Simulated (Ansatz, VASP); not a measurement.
# TiTeS in two plane-wave programs, part 2 of 2

Wanted: the spread between two codes on one cell, functional and k mesh. The cell is taken from a series of runs on this material, whose earlier steps may have relaxed, scaled, displaced or heated it; both programs get it as it stands.

VASP 6.6.1 and Ansatz 0.2.0.

So far: Set-up; VASP: zone-centre phonons, PBEsol.

## 3. Ansatz: zone-centre phonons, PBEsol

Level of this step: Ansatz beside VASP: Kohn-Sham DFT, plane waves, PBEsol (Ansatz).

Ansatz runs on its PAW soft_1 files.

The same cell, functional, mesh and smearing now go to Ansatz, which takes its cutoff from its data sets.

The input, input.yaml:

```yaml
crystal:
  lattice:
    - [3.6262343216, 0.0, 0.0]
    - [-1.8131171608, 3.0489427598, 0.0]
    - [0.0, 0.0, 30.0]
  atoms:
    - { symbol: Ti, position: [-0.0010426326, -0.0020852652, 0.3397474496] }
    - { symbol: S, position: [0.3362961642, 0.6725923284, 0.3796226135] }
    - { symbol: Te, position: [0.6647464683, 0.3294929367, 0.2772966038] }
  periodic: [true, true, false]
kpoints:
  mp_grid: { grid: [15, 15, 1] }
hamiltonian:
  xc: pbesol
  pseudopotentials: { kind: paw, azcp: { folder: soft_1 }, xc_functional: pbe }
scf:
  occupations: { method: methfessel_paxton, width: 0.2 }
output:
  eigenvalues: true
phonons:
  method: dfpt
```

Command:

```sh
$ ansatz run input.yaml --threads 4 --pin off --max-ram 16384MiB --backend cpu --events-out ev --progress --plain --runs-dir out
```

Numbers of over 12 decimals in the logs are rounded to 6 here.

The log of the run:

```text
zone centre: on kpoints.mp_grid the ground state, and the responses unless they are solved on pairs of k-points, stand on 64 of the mesh's 225 k-points, reduced under 2 symmetry operations, with k and −k counted as one. Each operation leaves every solved displacement unchanged or reverses it
Engine: ansatz 0.2.0, aarch64-unknown-linux-gnu
Pseudopotentials: kind: paw
Pseudopotential: Ti, paw, valence charge 12, recommended cutoff 420 eV (normal), soft_1/Ti.paw.azcp
Pseudopotential: S, paw, valence charge 6, recommended cutoff 420 eV (normal), soft_1/S.paw.azcp
Pseudopotential: Te, paw, valence charge 16, recommended cutoff 420 eV (normal), soft_1/Te.paw.azcp
Functional definition: PBEsol
  exchange = pbesol_x
  correlation = pbesol_c
Crystal: 3 atoms, lattice volume = 331.685 Å³
Basis set: ecut = 420 eV, 6425 PW (Γ), exchange–correlation on 60×60×432 points (8 copies of the dense FFT grid, shifted against one another)
Bands: 21, of which v1, the nominal top of the filled ones, is band 17 counted from 1 (16 counted from 0)
Symmetry: 2 space group operations
k-points: 64 of 225 (time reversal used)
Non-local potential: Ti, projectors of the file, l = 0: 3, l = 1: 2, l = 2: 3, l = 3: 1
Non-local potential: S, projectors of the file, l = 0: 2, l = 1: 2, l = 2: 1
Non-local potential: Te, projectors of the file, l = 0: 2, l = 1: 2, l = 2: 2, l = 3: 1
PAW form: soft (Blöchl's): semilocal exchange-correlation on the pseudo side does not see the compensation charge
PAW frozen core: Ti, regenerated for the run's functional, and the local potential with it (the file was generated under x = pbe(κ = 0.804, μ = 0.219515), c = pbe(β = 0.066725))
PAW frozen core: S, regenerated for the run's functional, and the local potential with it (the file was generated under x = pbe(κ = 0.804, μ = 0.219515), c = pbe(β = 0.066725))
PAW frozen core: Te, regenerated for the run's functional, and the local potential with it (the file was generated under x = pbe(κ = 0.804, μ = 0.219515), c = pbe(β = 0.066725))
PAW one-centre angular grid: Ti, 590 points (default); XC on 64 Gauss nodes
PAW one-centre angular grid: S, 110 points (default); XC on 64 Gauss nodes
PAW one-centre angular grid: Te, 590 points (default); XC on 64 Gauss nodes
Initial density: superposition of atomic densities (neutral atoms: chi_scale 0, normalization atom)
Initial wavefunctions: pseudopotential atomic-orbital guess
Functional: x = pbesol(κ = 0.804, μ = 0.123457), c = pbesol(β = 0.046)
SCF iter   1: F=—  HF=-10264.119399 eV  |F-HF|=—  |Δ(HF+E_count)|=         —  Δρ=1.96e-2  dr2=2.83e0  ethr=3.10e-3  ⟨swp⟩=14.8  Hψ=11513  notcnv=0
preconditioner: auto → LDOS  [metal: Δε(μ)=0.036 eV  Ē_g=7.005 eV  σ=0.200 eV  W_gap=0.15  n_scr=16 (ndim 8)  ℏωp=8.2 eV  f_vac=0.755  D(μ)=1.23/eV (n_scr^D=6)  β→1.0]
SCF iter   2: F=—  HF=-10264.816936 eV  |F-HF|=—  |Δ(HF+E_count)|=   6.98e-1  S|Δr|=    0.00e0  Δρ=1.96e-2  dr2=1.05e1  ethr=3.10e-3  ⟨swp⟩=4.8  Hψ=4168  notcnv=0  recentre
SCF iter   3: F=—  HF=-10263.560213 eV  |F-HF|=—  |Δ(HF+E_count)|=    1.26e0  S|Δr|=    0.00e0  Δρ=6.27e-3  dr2=8.90e-1  ethr=3.10e-3  ⟨swp⟩=4.6  Hψ=4025  notcnv=0
SCF iter   4: F=—  HF=-10263.482514 eV  |F-HF|=—  |Δ(HF+E_count)|=   7.77e-2  S|Δr|=    0.00e0  Δρ=2.84e-3  dr2=3.49e-2  ethr=2.62e-3  ⟨swp⟩=1.9  Hψ=2119  notcnv=0
SCF iter   5: F=—  HF=-10263.480607 eV  |F-HF|=—  |Δ(HF+E_count)|=   1.91e-3  S|Δr|=    0.00e0  Δρ=7.20e-4  dr2=4.38e-3  ethr=1.03e-4  ⟨swp⟩=3.5  Hψ=2999  notcnv=0
SCF iter   6: F=—  HF=-10263.479783 eV  |F-HF|=—  |Δ(HF+E_count)|=   8.24e-4  S|Δr|=    0.00e0  Δρ=2.55e-4  dr2=2.32e-4  ethr=1.29e-5  ⟨swp⟩=3.4  Hψ=2989  notcnv=0
SCF iter   7: F=—  HF=-10263.479880 eV  |F-HF|=—  |Δ(HF+E_count)|=   9.71e-5  S|Δr|=    0.00e0  Δρ=1.12e-4  dr2=7.35e-5  ethr=6.81e-7  ⟨swp⟩=3.0  Hψ=2798  notcnv=0
SCF iter   8: F=—  HF=-10263.479867 eV  |F-HF|=—  |Δ(HF+E_count)|=   1.30e-5  S|Δr|=    0.00e0  Δρ=4.61e-5  dr2=1.30e-5  ethr=2.16e-7  ⟨swp⟩=2.7  Hψ=2529  notcnv=0
SCF iter   9: F=—  HF=-10263.479861 eV  |F-HF|=—  |Δ(HF+E_count)|=   5.70e-6  S|Δr|=    0.00e0  Δρ=8.84e-6  dr2=8.94e-7  ethr=3.82e-8  ⟨swp⟩=2.6  Hψ=2558  notcnv=0
SCF iter  10: F=—  HF=-10263.479925 eV  |F-HF|=—  |Δ(HF+E_count)|=   6.42e-5  S|Δr|=    0.00e0  Δρ=1.63e-6  dr2=4.49e-8  ethr=2.63e-9  ⟨swp⟩=3.3  Hψ=2683  notcnv=0
SCF iter  11: F=—  HF=-10263.479925 eV  |F-HF|=—  |Δ(HF+E_count)|=   1.93e-8  S|Δr|=    0.00e0  Δρ=4.96e-7  dr2=1.11e-9  ethr=1.32e-10  ⟨swp⟩=3.5  Hψ=2858  notcnv=0
SCF iter  12: F=—  HF=-10263.479925 eV  |F-HF|=—  |Δ(HF+E_count)|=   3.82e-9  S|Δr|=    0.00e0  Δρ=1.03e-7  dr2=5.54e-11  ethr=3.25e-12  ⟨swp⟩=4.0  Hψ=3366  notcnv=0
SCF iter  13: F=-10263.479925 eV  HF=-10263.479925 eV  |F-HF|=7.28e-11  |Δ(HF+E_count)|=   1.01e-9  S|Δr|=    0.00e0  Δρ=2.73e-8  dr2=6.28e-12  ethr=1.00e-12  ⟨swp⟩=14.9  Hψ=10809  notcnv=0
SCF 1 converged in 13 iterations: F = -10263.479925 eV  dr2 = 6.28e-12
  greatest PAW one-centre occupation: 0.998 electrons in one spin orbital (limit 2), on the Ti atom at site 0 (counted from 0), in its partial waves of l = 0
DFPT response loops at Γ: preconditioner auto → none (partly filled bands, converged f_vac=0.764); β = 0.50; Broyden in place of MSR1
SCF converged after 13 iterations
Stability not checked: this state was not tested for a lower state beside it, because cold or Methfessel-Paxton smearing, or corrected tetrahedra, fill the levels in a way that the test cannot read (fill_not_monotonic; see scf.lower_state_search)
Free energy (F): -10263.479925 eV
Harris-Foulkes:  -10263.479925 eV  (|F-HF|=7.28e-11)
Internal energy: -10263.484329 eV  (E = F + TS)
E sigma→0 (E₀):  -10263.481026 eV
Entropy (-TS):   0.004404 eV (1.468 meV/atom)
Fermi energy:    -4.886102 eV
--- Per-component energies (eV) ---
  E_band       = -934.677768
  E_kinetic    = 558.135391
  E_local      = -59361.156628  (includes V_loc(G=0)·N_el)
  E_nonlocal   = 164.638976
  E_hartree    = 29306.031397
  E_xc         = -324.947750
  E_vxc        = -329.633478  (∫ρ·V_xc dr)
  E_paw        = -6202.737789  (= ΣΔE_a)
  E_vpaw       = -578.724822  (= ΣTr[D̂ρ^β])
  E_aug_tail   = 0.000008  (compensation charges beyond the density's cutoff)
  E_ewald      = 25595.975921
  E_core_change = 0.576145  (= ΣΔE_core)
  E_smearing   = 0.004404  (= −TS)
  E_closure    = 0.000000  (closes the sum)
  Σ components = -10263.479925   (vs F -10263.479925, Δ=0.00e0)
--- Band table (eV; the first three rows and the last of 64) ---
  k-point 0: bands = [... 13 lower, -8.0228, -6.9892, -4.7827, -4.6630, -4.0745, -3.8552, -3.8327, -1.4220]
  k-point 1: bands = [... 13 lower, -8.1795, -6.8603, -4.9525, -4.8960, -4.2167, -3.9366, -3.5486, -1.6551]
  k-point 2: bands = [... 13 lower, -8.1592, -6.6503, -5.6400, -5.2577, -4.3991, -3.7372, -3.4549, -2.1518]
  k-point 63: bands = [... 13 lower, -8.3690, -8.1695, -7.1225, -6.7710, -4.5103, -3.7774, -3.7470, -2.5272]
--- Phonons (Γ-DFPT): 9 representative perturbations + reference, on 64 of 225 k-points (Σ response iterations 41) ---
  k mesh reduced under 2 symmetry operations, with k and −k counted as one. Each operation leaves every solved displacement unchanged or reverses it
  ASR residual: 5.567e-5 → 0.000e0 eV/Å²; symmetrization residual: 2.555e-5 eV/Å²
  ASR residual per site (eV/Å²): 5.57e-5 5.29e-5 2.08e-5
  Γ frequencies (cm⁻¹): 0.00 0.00 0.00 116.99 118.41 203.24 255.91 258.45 355.40
  non-analytic LO–TO correction: not included (Born effective charges unavailable; polar crystals: no LO–TO splitting at Γ)
```

The column dr2 measures how far the density is from self-consistency, as an energy; F and HF (Harris–Foulkes) agree once it is small.

## 4. Differences

Known differences besides the potentials themselves: Ansatz cuts the interaction across the vacuum, VASP repeats the sheet without a dipole correction; the data sets hold 34 valence electrons in Ansatz (on its PAW soft_1 files) and 24 in VASP; the cutoff is 420 eV in Ansatz and 500 eV in VASP; Ansatz makes its cores anew for this functional, VASP keeps those of its PBE data sets. Total energies have different zeros and are not compared.

Compared:

```csv
quantity,Ansatz,VASP,difference
optical mode 1 (cm⁻¹),117.0,117.5,-0.42 %
optical mode 2 (cm⁻¹),118.4,118.5,-0.05 %
optical mode 3 (cm⁻¹),203.2,203.3,-0.04 %
optical mode 4 (cm⁻¹),255.9,256.4,-0.20 %
optical mode 5 (cm⁻¹),258.4,259.7,-0.49 %
optical mode 6 (cm⁻¹),355.4,355.8,-0.11 %
```

Modes are paired by rising frequency, not by their patterns, so a pair may set unlike modes beside each other; they are those without the splitting of longitudinal modes. Where the cell holds vacuum, a pressure given here is an average over it and none of the material.

## 5. What came out

```
r.m.s. difference of the optical zone-centre modes, each program's sorted by frequency (zone-centre phonons, PBEsol) : 0.62 cm⁻¹
```

In words: The r.m.s. difference of the optical zone-centre modes, each program's sorted by frequency is 0.62 cm⁻¹ (zone-centre phonons, PBEsol). The data sets hold unlike numbers of valence electrons (34 in Ansatz and 24 in VASP), so part of the differences may come from the potentials. How closely two codes agree says nothing of how well the functional describes the real material.

[Lines on the potential files, build, host, timing and source positions are cut from VASP's logs without a mark.]

[Logs are printed without paths, hosts, clocks, repeated set-up lines and the standing remarks that a program may print on its own settings, such as how far it seeks lower states.]

[Hosts, paths, dates, database ids (printed as entryN), source tags and the programs' standing remarks are cut or masked in the printed files.]
